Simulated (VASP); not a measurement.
Output of a VASP run:

File OUTCAR:
```
 ion  position               nearest neighbor table
   1  0.000  0.000  0.000-   2 2.58   2 2.58   2 2.58   2 2.58   2 2.58   2 2.58
   2  0.500  0.500  0.500-   1 2.58   1 2.58   1 2.58   1 2.58   1 2.58   1 2.58
  LATTYP: Found a face centered cubic cell.
 ALAT       =     5.1648550288
 Subroutine PRICEL returns:
 Original cell was already a primitive cell.
 Subroutine GETGRP returns: Found 48 space group operations
The static configuration has the point symmetry O_h .
The dynamic configuration has the point symmetry O_h .
 Subroutine INISYM returns: Found 48 space group operations
 Subroutine IBZKPT returns following result:
 Found     35 irreducible k-points:

 Following reciprocal coordinates:
            Coordinates               Weight
  0.000000  0.000000  0.000000      1.000000
  0.111111  0.000000  0.000000      8.000000
  0.222222  0.000000  0.000000      8.000000
  0.333333  0.000000  0.000000      8.000000
  0.444444  0.000000  0.000000      8.000000
  0.111111  0.111111  0.000000      6.000000
  0.222222  0.111111  0.000000     24.000000
  0.333333  0.111111  0.000000     24.000000
  0.444444  0.111111  0.000000     24.000000
 -0.444444  0.111111  0.000000     24.000000
 -0.333333  0.111111  0.000000     24.000000
 -0.222222  0.111111  0.000000     24.000000
 -0.111111  0.111111  0.000000     12.000000
  0.222222  0.222222  0.000000      6.000000
  0.333333  0.222222  0.000000     24.000000
  0.444444  0.222222  0.000000     24.000000
 -0.444444  0.222222  0.000000     24.000000
 -0.333333  0.222222  0.000000     24.000000
 -0.222222  0.222222  0.000000     12.000000
  0.333333  0.333333  0.000000      6.000000
  0.444444  0.333333  0.000000     24.000000
 -0.444444  0.333333  0.000000     24.000000
 -0.333333  0.333333  0.000000     12.000000
  0.444444  0.444444  0.000000      6.000000
 -0.444444  0.444444  0.000000     12.000000
  0.333333  0.222222  0.111111     24.000000
  0.444444  0.222222  0.111111     48.000000
 -0.444444  0.222222  0.111111     48.000000
  0.444444  0.333333  0.111111     24.000000
 -0.444444  0.333333  0.111111     48.000000
 -0.333333  0.333333  0.111111     48.000000
 -0.222222  0.333333  0.111111     24.000000
 -0.444444  0.444444  0.111111     24.000000
 -0.333333  0.444444  0.111111     24.000000
 -0.333333  0.444444  0.222222     24.000000
   k-points           NKPTS =     35   k-points in BZ     NKDIM =     35   number of bands    NBANDS=     13
   number of dos      NEDOS =    301   number of ions     NIONS =      2
   total plane-waves  NPLWV =  21952
   dimension x,y,z NGX =    28 NGY =   28 NGZ =   28
   dimension x,y,z NGXF=    56 NGYF=   56 NGZF=   56
   ions per type =               1   1
   PREC   = accura    normal or accurate (medium, high low for compatibility)
   ISTART =      0    job   : 0-new  1-cont  2-samecut
   ICHARG =      2    charge: 1-file 2-atom 10-const
   ISPIN  =      1    spin polarized calculation?
   LNONCOLLINEAR =      F non collinear calculations
   LSORBIT =      F    spin-orbit coupling
   INIWAV =      1    electr: 0-lowe 1-rand  2-diag
   ENCUT  =  500.0 eV  36.75 Ry    6.06 a.u.   6.66  6.66  6.66*2*pi/ulx,y,z
   NELM   =    100;   NELMIN=  2; NELMDL= -5     # of ELM steps
   EDIFF  = 0.1E-05   stopping-criterion for ELM
   LREAL  =      F    real-space projection
   NLSPLINE    = F    spline interpolate recip. space projectors
   LMAXMIX     =    4 max onsite mixed and CHGCAR
   VOSKOWN=      0    Vosko Wilk Nusair interpolation
   EDIFFG = -.2E-01   stopping-criterion for IOM
   NSW    =     40    number of steps for IOM
   NBLOCK =      1;   KBLOCK =     40    inner block; outer block
   IBRION =      2    ionic relax: 0-MD 1-quasi-New 2-CG
   NFREE  =      1    steps in history (QN), initial steepest desc. (CG)
   ISIF   =      3    stress and relaxation
   ISYM   =      2    0-nonsym 1-usesym 2-fastsym
   TEIN   =    0.0    initial temperature
   TEBEG  =    0.0;   TEEND  =   0.0 temperature during run
...
```

File OSZICAR:
```
       N       E                     dE             d eps       ncg     rms          rms(c)
DAV:   1     0.102784419155E+03    0.10278E+03   -0.88884E+03   934   0.125E+03
DAV:   2    -0.311072751491E+01   -0.10590E+03   -0.99394E+02  1110   0.265E+02
DAV:   3    -0.681777141701E+01   -0.37070E+01   -0.36993E+01  1030   0.534E+01
DAV:   4    -0.684406046658E+01   -0.26289E-01   -0.26287E-01  1075   0.507E+00
DAV:   5    -0.684439836642E+01   -0.33790E-03   -0.33790E-03  1045   0.558E-01    0.120E+01
DAV:   6    -0.669192448107E+01    0.15247E+00   -0.33644E-01   995   0.874E+00    0.773E+00
DAV:   7    -0.668352160302E+01    0.84029E-02   -0.82101E-02   920   0.238E+00    0.238E+00
DAV:   8    -0.668127486884E+01    0.22467E-02   -0.37300E-03  1005   0.711E-01    0.284E-01
DAV:   9    -0.668115692934E+01    0.11794E-03   -0.77693E-04  1010   0.297E-01    0.439E-02
DAV:  10    -0.668115915408E+01   -0.22247E-05   -0.78738E-06  1030   0.362E-02    0.198E-02
DAV:  11    -0.668116015432E+01   -0.10002E-05   -0.14062E-06   673   0.128E-02    0.490E-03
DAV:  12    -0.668116011441E+01    0.39912E-07   -0.21560E-07   505   0.660E-03
   1 F= -.45313315E+01 E0= -.45313315E+01  d E =-.453133E+01
```

File OUTCAR:
```
------------------------ aborting loop because EDIFF is reached ----------------------------------------
  FORCE on cell =-STRESS in cart. coord.  units (eV):
  Direction    XX          YY          ZZ          XY          YZ          ZX
  --------------------------------------------------------------------------------------
  Total        2.1485155      2.1485155      2.1485155      0.0000000     -0.0000000      0.0000000
  in kB       99.9389202     99.9389202     99.9389202      0.0000000     -0.0000000      0.0000000
  external PRESSURE =      -0.0610798 kB  Pullay stress =     100.0000000 kB
  volume of cell :       34.44
      direct lattice vectors                 reciprocal lattice vectors
     0.000000000  2.582427514  2.582427514    -0.193616277  0.193616277  0.193616277
     2.582427514  0.000000000  2.582427514     0.193616277 -0.193616277  0.193616277
     2.582427514  2.582427514  0.000000000     0.193616277  0.193616277 -0.193616277
  FREE ENERGIE OF THE ION-ELECTRON SYSTEM (eV)
  ---------------------------------------------------
  free  energy   TOTEN  =        -6.6811601144 eV

  energy  without entropy=       -6.6811601144  energy(sigma->0) =       -6.68116011
  enthalpy is  TOTEN    =        -4.5313315252 eV   P V=        2.1498285892

 reached required accuracy - stopping structural energy minimisation
```
(Selected blocks of OUTCAR.)

### POSCAR
```
AgCl
1
    0.0000000000     2.5824275144     2.5824275144
    2.5824275144    -0.0000000000     2.5824275144
    2.5824275144     2.5824275144    -0.0000000000
Ag Cl
1 1
Direct
  0.0000000000   0.0000000000   0.0000000000
  0.5000000000   0.5000000000   0.5000000000
```

**Question.** Write an INCAR and KPOINTS that could have produced this output.

**Answer.** One answer among several that fit: the input of the run itself, LDA (Ceperley-Alder, Perdew-Zunger), plane waves, VASP's LDA PAW potentials (set 64).

**INCAR**
```
# general
SYSTEM  = AgCl
PREC    = Accurate
ENCUT   = 500
LREAL   = F
LASPH   = T   # aspherical one-centre terms

# electronic loop
EDIFF   = 1E-6   # SCF stop (eV)
NELM    = 100   # most electronic steps
ALGO    = Normal
LMAXMIX = 4   # l cut-off of mixed one-centre charges

# smearing
ISMEAR  = 0
SIGMA   = 0.05   # width (eV)

# ions
IBRION  = 2   # conjugate gradients
NSW     = 40   # most ionic steps
ISIF    = 3
EDIFFG  = -0.02   # ionic stop
PSTRESS = 100   # kbar

# output
LWAVE   = F
LCHARG  = F
```

**KPOINTS**
```
Automatic mesh
0
Gamma
9 9 9
0 0 0
```

POTCAR, in this order: Ag Cl (LDA.64 set). Program: vasp_std.

The compound is AgCl in the rock salt structure. It was relaxed first under an external pressure of 10 GPa.
